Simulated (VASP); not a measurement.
All values below come from TPSS meta-GGA, VASP's PBE PAW potentials (set 64) (plane waves; VASP 6.6.1).

VASP ran on this input.

### KPOINTS_OPT
```
k-points along high-symmetry lines
10
Line-mode
Reciprocal
  0.000000   0.000000   0.000000 ! GAMMA
  0.000000   0.500000   0.000000 ! X

  0.000000   0.500000   0.000000 ! X
  0.500000   0.500000   0.000000 ! M

  0.500000   0.500000   0.000000 ! M
  0.000000   0.000000   0.000000 ! GAMMA

  0.000000   0.000000   0.000000 ! GAMMA
  0.500000   0.500000   0.500000 ! R

  0.500000   0.500000   0.500000 ! R
  0.000000   0.500000   0.000000 ! X

  0.500000   0.500000   0.500000 ! R
  0.500000   0.500000   0.000000 ! M
```

INCAR:
```
SYSTEM = Ni3Fe
PREC = Accurate; ENCUT = 520; LREAL = .False.
LASPH = .True.
EDIFF = 1E-7; NELM = 100; ALGO = Normal
LMAXMIX = 4; LMIXTAU = .True.
ISMEAR = -5
METAGGA = TPSS
MAGMOM = 2.9 3*0.7
ISPIN = 2
ISIF = 2
LWAVE = .False.; LCHARG = .False.; LORBIT = 11
NEDOS = 601
LEFG = .True.
```

### KPOINTS
```
kpoints
0
G
10 10 10
```

POSCAR:
```
Ni3Fe
7.0109590
  0.4999999885   0.0000000000   0.0000000000
  0.0000000000   0.4999999885   0.0000000000
  0.0000000000   0.0000000000   0.4999999885
Fe Ni
1 3
Direct
  0.0000000000   0.0000000000   0.0000000000
  0.0000000000   0.5000000000   0.5000000000
  0.5000000000   0.0000000000   0.5000000000
  0.5000000000   0.5000000000   0.0000000000
```

POTCAR, in this order: Fe Ni (PBE.64 set). Program: vasp_std.

The run wrote:

**OUTCAR**
```
 ion  position               nearest neighbor table
   1  0.000  0.000  0.000-   2 2.48   3 2.48   4 2.48   2 2.48   3 2.48   2 2.48   4 2.48   2 2.48
                             3 2.48   4 2.48   3 2.48   4 2.48
   2  0.000  0.500  0.500-   1 2.48   3 2.48   4 2.48   1 2.48   4 2.48   1 2.48   3 2.48   1 2.48
                             3 2.48   4 2.48   4 2.48   3 2.48
   3  0.500  0.000  0.500-   1 2.48   2 2.48   4 2.48   1 2.48   4 2.48   2 2.48   4 2.48   4 2.48
                             1 2.48   2 2.48   1 2.48   2 2.48
   4  0.500  0.500  0.000-   1 2.48   2 2.48   3 2.48   2 2.48   3 2.48   1 2.48   3 2.48   3 2.48
                             1 2.48   2 2.48   2 2.48   1 2.48
  LATTYP: Found a simple cubic cell.
 ALAT       =     3.5054794195
 Subroutine PRICEL returns:
 Original cell was already a primitive cell.
 Subroutine GETGRP returns: Found 48 space group operations
The static configuration has the point symmetry O_h .
The dynamic configuration has the point symmetry O_h .
The overall configuration has the point symmetry O_h .
 Subroutine INISYM returns: Found 48 space group operations
 Subroutine IBZKPT returns following result:
 Found     56 irreducible k-points:

 Following reciprocal coordinates:
            Coordinates               Weight
  0.000000  0.000000  0.000000      1.000000
  0.100000  0.000000  0.000000      6.000000
  0.200000  0.000000  0.000000      6.000000
  0.300000  0.000000  0.000000      6.000000
  0.400000  0.000000  0.000000      6.000000
  0.500000  0.000000  0.000000      3.000000
  0.100000  0.100000  0.000000     12.000000
  0.200000  0.100000  0.000000     24.000000
  0.300000  0.100000  0.000000     24.000000
  0.400000  0.100000  0.000000     24.000000
  0.500000  0.100000  0.000000     12.000000
  0.200000  0.200000  0.000000     12.000000
  0.300000  0.200000  0.000000     24.000000
  0.400000  0.200000  0.000000     24.000000
  0.500000  0.200000  0.000000     12.000000
  0.300000  0.300000  0.000000     12.000000
  0.400000  0.300000  0.000000     24.000000
  0.500000  0.300000  0.000000     12.000000
  0.400000  0.400000  0.000000     12.000000
  0.500000  0.400000  0.000000     12.000000
  0.500000  0.500000  0.000000      3.000000
  0.100000  0.100000  0.100000      8.000000
  0.200000  0.100000  0.100000     24.000000
  0.300000  0.100000  0.100000     24.000000
  0.400000  0.100000  0.100000     24.000000
  0.500000  0.100000  0.100000     12.000000
  0.200000  0.200000  0.100000     24.000000
  0.300000  0.200000  0.100000     48.000000
  0.400000  0.200000  0.100000     48.000000
  0.500000  0.200000  0.100000     24.000000
  0.300000  0.300000  0.100000     24.000000
  0.400000  0.300000  0.100000     48.000000
  0.500000  0.300000  0.100000     24.000000
  0.400000  0.400000  0.100000     24.000000
  0.500000  0.400000  0.100000     24.000000
  0.500000  0.500000  0.100000      6.000000
  0.200000  0.200000  0.200000      8.000000
  0.300000  0.200000  0.200000     24.000000
  0.400000  0.200000  0.200000     24.000000
  0.500000  0.200000  0.200000     12.000000
   k-points           NKPTS =     56   k-points in BZ     NKDIM =     56   number of bands    NBANDS=     26
   number of dos      NEDOS =    601   number of ions     NIONS =      4
   total plane-waves  NPLWV =  21952
   dimension x,y,z NGX =    28 NGY =   28 NGZ =   28
   dimension x,y,z NGXF=    56 NGYF=   56 NGZF=   56
   ions per type =               1   3
   PREC   = accura    normal or accurate (medium, high low for compatibility)
   ISTART =      0    job   : 0-new  1-cont  2-samecut
   ICHARG =      2    charge: 1-file 2-atom 10-const
   ISPIN  =      2    spin polarized calculation?
   LNONCOLLINEAR =      F non collinear calculations
   LSORBIT =      F    spin-orbit coupling
...
```

**OSZICAR**
```
       N       E                     dE             d eps       ncg     rms          rms(c)
DAV:   1     0.285842926538E+03    0.28584E+03   -0.21708E+04  5936   0.269E+03
DAV:   2    -0.232946766838E+01   -0.28817E+03   -0.27728E+03  5852   0.462E+02
DAV:   3    -0.299859034753E+02   -0.27656E+02   -0.26128E+02  6126   0.187E+02
DAV:   4    -0.307586651127E+02   -0.77276E+00   -0.76874E+00  6440   0.366E+01
DAV:   5    -0.307883440333E+02   -0.29679E-01   -0.29608E-01  8720   0.641E+00    0.208E+01
DAV:   6    -0.590583219816E+02   -0.28270E+02   -0.47610E+01  7972   0.840E+01    0.299E+01
DAV:   7    -0.560484017377E+02    0.30099E+01   -0.95892E+00  7272   0.839E+01    0.108E+01
DAV:   8    -0.562637277034E+02   -0.21533E+00   -0.42765E+00  6800   0.303E+01    0.872E+00
DAV:   9    -0.561994632103E+02    0.64264E-01   -0.45086E-01  6748   0.101E+01    0.225E+00
DAV:  10    -0.562077925387E+02   -0.83293E-02   -0.14498E-01  6478   0.488E+00    0.939E-01
DAV:  11    -0.562093970455E+02   -0.16045E-02   -0.14701E-02  8398   0.196E+00    0.404E-01
DAV:  12    -0.562099464924E+02   -0.54945E-03   -0.82317E-03  6448   0.151E+00    0.293E-01
DAV:  13    -0.562094770154E+02    0.46948E-03   -0.11160E-03  8982   0.810E-01    0.118E-01
DAV:  14    -0.562093590744E+02    0.11794E-03   -0.23237E-04  7178   0.298E-01    0.510E-02
DAV:  15    -0.562093348845E+02    0.24190E-04   -0.58558E-05  7432   0.126E-01    0.134E-02
DAV:  16    -0.562093466127E+02   -0.11728E-04   -0.63753E-06  6620   0.359E-02    0.796E-03
DAV:  17    -0.562093518060E+02   -0.51934E-05   -0.52580E-07  6602   0.137E-02    0.420E-03
DAV:  18    -0.562093538721E+02   -0.20660E-05   -0.23503E-07  4084   0.109E-02    0.148E-03
DAV:  19    -0.562093546345E+02   -0.76238E-06   -0.62665E-08  3176   0.251E-03    0.772E-04
DAV:  20    -0.562093546758E+02   -0.41333E-07   -0.14398E-08  3110   0.163E-03
   1 F= -.56209355E+02 E0= -.56209355E+02  d E =0.000000E+00  mag=     4.7562
       N       E                     dE             ncg
       N       E                     dE             ncg
```

OUTCAR:
```
------------------------ aborting loop because EDIFF is reached ----------------------------------------
  FORCE on cell =-STRESS in cart. coord.  units (eV):
  Direction    XX          YY          ZZ          XY          YZ          ZX
  --------------------------------------------------------------------------------------
  Total       -0.1024094     -0.1024094     -0.1024094      0.0000000      0.0000000      0.0000000
  in kB       -3.8089736     -3.8089736     -3.8089736      0.0000000      0.0000000      0.0000000
  external PRESSURE =      -3.8089736 kB  Pullay stress =       0.0000000 kB
  volume of cell :       43.08
      direct lattice vectors                 reciprocal lattice vectors
     3.505479419  0.000000000  0.000000000     0.285267685  0.000000000  0.000000000
     0.000000000  3.505479419  0.000000000     0.000000000  0.285267685  0.000000000
     0.000000000  0.000000000  3.505479419     0.000000000  0.000000000  0.285267685
 POSITION                                       TOTAL-FORCE (eV/Angst)
 -----------------------------------------------------------------------------------
      0.00000      0.00000      0.00000         0.000000      0.000000      0.000000
      0.00000      1.75274      1.75274         0.000000      0.000000      0.000000
      1.75274      0.00000      1.75274         0.000000      0.000000      0.000000
      1.75274      1.75274      0.00000         0.000000      0.000000      0.000000
 -----------------------------------------------------------------------------------
    total drift:                               -0.000000      0.000000      0.000000
  FREE ENERGIE OF THE ION-ELECTRON SYSTEM (eV)
  ---------------------------------------------------
  free  energy   TOTEN  =       -56.2093546758 eV

  energy  without entropy=      -56.2093546758  energy(sigma->0) =      -56.20935468

 total charge

# of ion       s       p       d       tot
------------------------------------------
    1        0.483   0.532   6.108   7.123
    2        0.510   0.543   8.342   9.395
    3        0.510   0.543   8.342   9.395
    4        0.510   0.543   8.342   9.395
--------------------------------------------------
tot          2.012   2.160  31.135  35.308

 magnetization (x)

# of ion       s       p       d       tot
------------------------------------------
    1        0.007  -0.002   2.889   2.893
    2       -0.018  -0.046   0.685   0.621
    3       -0.018  -0.046   0.685   0.621
    4       -0.018  -0.046   0.685   0.621
--------------------------------------------------
tot         -0.046  -0.142   4.945   4.757

 Electric field gradients after diagonalization (V/A^2)
 (convention: |V_zz| > |V_xx| > |V_yy|)
----------------------------------------------------------------------
 ion       V_xx      V_yy      V_zz     asymmetry (V_yy - V_xx)/ V_zz
----------------------------------------------------------------------
   1       0.000     0.000    -0.000       0.277
   2      -2.514    -2.514     5.028       0.000
   3      -2.514    -2.514     5.028       0.000
   4      -2.514    -2.514     5.028       0.000
```
(Selected blocks of OUTCAR.)

For a metal the tetrahedron method with Blöchl corrections gives inexact stress and forces.

The compound is Ni3Fe in the L1_2 structure. It was relaxed first.
